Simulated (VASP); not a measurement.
Output of a VASP run:

File OUTCAR:
```
 ion  position               nearest neighbor table
   1  0.000  0.000  0.000-   3 2.18   3 2.18   3 2.18   2 2.18   3 2.18   2 2.18   2 2.18   2 2.18
  LATTYP: Found a face centered cubic cell.
 ALAT       =     5.0331948670
 Subroutine PRICEL returns:
 Original cell was already a primitive cell.
 Subroutine GETGRP returns: Found 48 space group operations
The static configuration has the point symmetry O_h .
The dynamic configuration has the point symmetry O_h .
 Subroutine INISYM returns: Found 48 space group operations
 Subroutine IBZKPT returns following result:
 Found     47 irreducible k-points:

 Following reciprocal coordinates:
            Coordinates               Weight
  0.000000  0.000000  0.000000      1.000000
  0.100000  0.000000  0.000000      8.000000
  0.200000  0.000000  0.000000      8.000000
  0.300000  0.000000  0.000000      8.000000
  0.400000  0.000000  0.000000      8.000000
  0.500000  0.000000  0.000000      4.000000
  0.100000  0.100000  0.000000      6.000000
  0.200000  0.100000  0.000000     24.000000
  0.300000  0.100000  0.000000     24.000000
  0.400000  0.100000  0.000000     24.000000
  0.500000  0.100000  0.000000     24.000000
 -0.400000  0.100000  0.000000     24.000000
 -0.300000  0.100000  0.000000     24.000000
 -0.200000  0.100000  0.000000     24.000000
 -0.100000  0.100000  0.000000     12.000000
  0.200000  0.200000  0.000000      6.000000
  0.300000  0.200000  0.000000     24.000000
  0.400000  0.200000  0.000000     24.000000
  0.500000  0.200000  0.000000     24.000000
 -0.400000  0.200000  0.000000     24.000000
 -0.300000  0.200000  0.000000     24.000000
 -0.200000  0.200000  0.000000     12.000000
  0.300000  0.300000  0.000000      6.000000
  0.400000  0.300000  0.000000     24.000000
  0.500000  0.300000  0.000000     24.000000
 -0.400000  0.300000  0.000000     24.000000
 -0.300000  0.300000  0.000000     12.000000
  0.400000  0.400000  0.000000      6.000000
  0.500000  0.400000  0.000000     24.000000
 -0.400000  0.400000  0.000000     12.000000
  0.500000  0.500000  0.000000      3.000000
  0.300000  0.200000  0.100000     24.000000
  0.400000  0.200000  0.100000     48.000000
  0.500000  0.200000  0.100000     48.000000
 -0.400000  0.200000  0.100000     24.000000
  0.400000  0.300000  0.100000     24.000000
  0.500000  0.300000  0.100000     48.000000
 -0.400000  0.300000  0.100000     48.000000
 -0.300000  0.300000  0.100000     48.000000
 -0.200000  0.300000  0.100000     24.000000
   k-points           NKPTS =     47   k-points in BZ     NKDIM =     47   number of bands    NBANDS=     15
   number of dos      NEDOS =    601   number of ions     NIONS =      3
   total plane-waves  NPLWV =  21952
   dimension x,y,z NGX =    28 NGY =   28 NGZ =   28
   dimension x,y,z NGXF=    56 NGYF=   56 NGZF=   56
   ions per type =               1   2
   PREC   = accura    normal or accurate (medium, high low for compatibility)
   ISTART =      0    job   : 0-new  1-cont  2-samecut
   ICHARG =      2    charge: 1-file 2-atom 10-const
   ISPIN  =      1    spin polarized calculation?
   LNONCOLLINEAR =      F non collinear calculations
   LSORBIT =      F    spin-orbit coupling
   INIWAV =      1    electr: 0-lowe 1-rand  2-diag
   ENCUT  =  520.0 eV  38.22 Ry    6.18 a.u.   6.62  6.62  6.62*2*pi/ulx,y,z
   NELM   =    100;   NELMIN=  2; NELMDL= -5     # of ELM steps
   EDIFF  = 0.1E-06   stopping-criterion for ELM
   LREAL  =      F    real-space projection
   NLSPLINE    = F    spline interpolate recip. space projectors
   LMAXMIX     =    6 max onsite mixed and CHGCAR
   VOSKOWN=      0    Vosko Wilk Nusair interpolation
   EDIFFG = 0.1E-05   stopping-criterion for IOM
   NSW    =      0    number of steps for IOM
   NBLOCK =      1;   KBLOCK =      1    inner block; outer block
   IBRION =     -1    ionic relax: 0-MD 1-quasi-New 2-CG
   NFREE  =      0    steps in history (QN), initial steepest desc. (CG)
...
```

**OSZICAR**
```
       N       E                     dE             d eps       ncg     rms          rms(c)
DAV:   1     0.594479965926E+02    0.59448E+02   -0.13233E+04  1410   0.149E+03
DAV:   2    -0.769653388467E+02   -0.13641E+03   -0.13455E+03  1830   0.336E+02
DAV:   3    -0.805888746554E+02   -0.36235E+01   -0.36206E+01  1872   0.539E+01
DAV:   4    -0.806073510535E+02   -0.18476E-01   -0.18475E-01  1746   0.414E+00
DAV:   5    -0.806075228153E+02   -0.17176E-03   -0.17176E-03  1858   0.357E-01    0.542E+01
DAV:   6    -0.680567840399E+02    0.12551E+02   -0.16422E+01  1669   0.323E+01    0.418E+01
DAV:   7    -0.695701968838E+02   -0.15134E+01   -0.26116E+00  1641   0.144E+01    0.247E+01
DAV:   8    -0.666455660690E+02    0.29246E+01   -0.17756E+00  1417   0.154E+01    0.331E+00
DAV:   9    -0.683498900956E+02   -0.17043E+01   -0.73041E-01  1410   0.103E+01    0.543E+00
DAV:  10    -0.686502237709E+02   -0.30033E+00   -0.79839E-01  1655   0.792E+00    0.271E+00
DAV:  11    -0.685467963311E+02    0.10343E+00   -0.45530E-02  1711   0.193E+00    0.121E+00
DAV:  12    -0.685455354301E+02    0.12609E-02   -0.97389E-03  1760   0.951E-01    0.769E-01
DAV:  13    -0.685520771250E+02   -0.65417E-02   -0.65162E-03  1585   0.697E-01    0.393E-01
DAV:  14    -0.685514726521E+02    0.60447E-03   -0.82834E-04  1599   0.271E-01    0.333E-01
DAV:  15    -0.685524205271E+02   -0.94787E-03   -0.15959E-03  1711   0.311E-01    0.511E-02
DAV:  16    -0.685524429352E+02   -0.22408E-04   -0.57068E-05  1564   0.755E-02    0.178E-02
DAV:  17    -0.685524508314E+02   -0.78961E-05   -0.11630E-05  1690   0.326E-02    0.925E-03
DAV:  18    -0.685524534382E+02   -0.26068E-05   -0.11159E-06  1627   0.139E-02    0.529E-03
DAV:  19    -0.685524530836E+02    0.35461E-06   -0.52043E-07  1753   0.604E-03    0.493E-04
DAV:  20    -0.685524533031E+02   -0.21950E-06   -0.39560E-08   957   0.263E-03    0.663E-04
DAV:  21    -0.685524532771E+02    0.26010E-07   -0.75480E-09   866   0.856E-04
   1 F= -.68552453E+02 E0= -.68552453E+02  d E =0.000000E+00
       N       E                     dE             ncg
       N       E                     dE             ncg
```

### OUTCAR
```
------------------------ aborting loop because EDIFF is reached ----------------------------------------
  FORCE on cell =-STRESS in cart. coord.  units (eV):
  Direction    XX          YY          ZZ          XY          YZ          ZX
  --------------------------------------------------------------------------------------
  Total        0.0121069      0.0121069      0.0121069      0.0000000      0.0000000     -0.0000000
  in kB        0.6085175      0.6085175      0.6085175      0.0000000      0.0000000     -0.0000000
  external PRESSURE =       0.6085175 kB  Pullay stress =       0.0000000 kB
  volume of cell :       31.88
      direct lattice vectors                 reciprocal lattice vectors
     0.000000000  2.516597433  2.516597433    -0.198680962  0.198680962  0.198680962
     2.516597433  0.000000000  2.516597433     0.198680962 -0.198680962  0.198680962
     2.516597433  2.516597433  0.000000000     0.198680962  0.198680962 -0.198680962
 POSITION                                       TOTAL-FORCE (eV/Angst)
 -----------------------------------------------------------------------------------
      0.00000      0.00000      0.00000        -0.000000     -0.000000     -0.000000
      1.25830      1.25830      1.25830        -0.000000     -0.000000     -0.000000
      3.77490      3.77490      3.77490         0.000000      0.000000      0.000000
 -----------------------------------------------------------------------------------
    total drift:                                0.000000      0.000000      0.000000
  FREE ENERGIE OF THE ION-ELECTRON SYSTEM (eV)
  ---------------------------------------------------
  free  energy   TOTEN  =       -68.5524532771 eV

  energy  without entropy=      -68.5524532771  energy(sigma->0) =      -68.55245328

 total charge

# of ion       s       p       d       tot
------------------------------------------
    1        0.302   6.596   1.353   8.250
    2        1.568   3.595   0.000   5.163
    3        1.568   3.595   0.000   5.163
--------------------------------------------------
tot          3.437  13.786   1.353  18.576
```
(Selected blocks of OUTCAR.)

**POSCAR**
```
HfO2
1
    0.0000000000     2.5165974335     2.5165974335
    2.5165974335     0.0000000000     2.5165974335
    2.5165974335     2.5165974335     0.0000000000
Hf O
1 2
Direct
  0.0000000000   0.0000000000   0.0000000000
  0.2500000000   0.2500000000   0.2500000000
  0.7500000000   0.7500000000   0.7500000000
```

Q: Reconstruct the remaining input files.

A: Several could match; the one computed here: the input of the run itself, r2SCAN meta-GGA, plane waves, VASP's PBE PAW potentials (set 64).

File KPOINTS_OPT:
```
k-points along high-symmetry lines
10
Line-mode
Reciprocal
  0.000000   0.000000   0.000000 ! GAMMA
  0.500000   0.000000   0.500000 ! X

  0.500000   0.000000   0.500000 ! X
  0.625000   0.250000   0.625000 ! U

  0.375000   0.375000   0.750000 ! K
  0.000000   0.000000   0.000000 ! GAMMA

  0.000000   0.000000   0.000000 ! GAMMA
  0.500000   0.500000   0.500000 ! L

  0.500000   0.500000   0.500000 ! L
  0.500000   0.250000   0.750000 ! W

  0.500000   0.250000   0.750000 ! W
  0.500000   0.000000   0.500000 ! X
```

### INCAR
```
SYSTEM = HfO2
PREC = Accurate
ENCUT = 520
EDIFF = 1E-7
NELM = 100
ALGO = Normal
LREAL = .FALSE.
LASPH = .TRUE.
ISMEAR = -5
METAGGA = R2SCAN
LMIXTAU = .TRUE.
LMAXMIX = 6
LWAVE = .FALSE.
LCHARG = .FALSE.
LORBIT = 11
NEDOS = 601
ISIF = 2
```

File KPOINTS:
```
Automatic mesh
0
Gamma
10 10 10
0 0 0
```

POTCAR, in this order: Hf_pv O (PBE.64 set). Program: vasp_std.

The compound is HfO2 in the fluorite structure, the high-temperature cubic form, which is unstable at 0 K; the monoclinic form is the stable one. It was relaxed first.
